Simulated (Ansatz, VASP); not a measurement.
**Two plane-wave programs on FeAu**

```
Fe Au
1.0
     1.41175    0.81507    4.46945
    -1.41175    0.81507    4.46945
     0.00000   -1.63015    4.46945
Fe Au
1 1
Direct
  0.50000 0.50000 0.50000
  0.00000 0.00000 0.00000
```

Alike in both runs: task single point; functional BLYP; k mesh 6 × 6 × 6; collinear spin.

```csv
,VASP,Ansatz
version,VASP 6.6.1,Ansatz 0.2.0
potentials or method,"VASP PAW PBE potentials, release 64 (Fe, Au)","scalar-relativistic, plane waves, PAW"
plane-wave cutoff (eV),520,420
occupations,"methfessel-paxton of order 1, width 0.002 eV","cold, width 0.002 eV"
valence electrons in the cell,19,35
```

|  | VASP | Ansatz | Ansatz less VASP |
| --- | --- | --- | --- |
| gap on the k mesh at the Fermi level (eV) | none | none | - |
| pressure (GPa) | 7.3 | 7.1 | -0.23 |
| largest component of the traceless stress (GPa) | 0.89 | 1.53 | +0.643 |
| net moment per atom (μB) | 1.32 | 1.35 | +0.028 |
| size of the moment on the site where the two differ most (μB) | 2.71 | 2.78 | +0.073 |

Site moments also hang on the region over which each program counts them. A gap of «none» marks a metal or a gap that the smearing closes. The two sets of potentials don't hold the same shells in valence. Ansatz warned: «stability_check_not_made».

Caveats: the k mesh is coarse (spacing up to 0.44 Å⁻¹), so the values aren't converged; the PAW data sets were made with another functional, which shifts forces and pressure a little (VASP). Spin-orbit coupling is left out, which matters for the levels of Au.
